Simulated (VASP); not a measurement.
Data:

```
CELL_PARAMETERS angstrom
     -1.41553     1.41553     1.41553
      1.41553    -1.41553     1.41553
      1.41553     1.41553    -1.41553
ATOMIC_POSITIONS crystal
  Fe 0.00000 0.00000 0.00000
```
Starting moments (μB, in the order of the record's atoms Fe): 2.2.

Level of theory: PBE GGA, VASP's PBE PAW potentials (set 64) (plane waves; VASP). Run with 400 eV cut-off, Gaussian smearing of 0.050 eV, potentials Fe.

Q: Give the spin-up energies of bands 1 to 6 at the high-symmetry points, in eV from the Fermi level.

A: 
```json
[
 {"band": "1", "Γ": "-8.43", "H": "-4.85", "N": "-4.92", "P": "-3.23"},
 {"band": "2", "Γ": "-2.30", "H": "-4.85", "N": "-3.38", "P": "-3.23"},
 {"band": "3", "Γ": "-2.30", "H": "0.12", "N": "-1.02", "P": "-3.23"},
 {"band": "4", "Γ": "-2.30", "H": "0.12", "N": "-0.90", "P": "-0.86"},
 {"band": "5", "Γ": "-1.09", "H": "0.12", "N": "0.40", "P": "-0.86"},
 {"band": "6", "Γ": "-1.09", "H": "9.96", "N": "0.53", "P": "8.65"}
]
```

Q: Give the spin-down energies of bands 1 to 6 at the high-symmetry points, in eV from the Fermi level.

A: 
```csv
band,Γ,H,N,P
1,-8.27,-3.03,-3.65,-1.84
2,-0.39,-3.03,-1.68,-1.84
3,-0.39,2.30,0.63,-1.84
4,-0.39,2.30,1.52,1.97
5,1.66,2.30,1.92,1.97
6,1.66,10.22,2.61,9.53
```

It has no gap at this level: it comes out as a metal or semimetal.

The compound is Fe in the bcc structure. It was relaxed first.
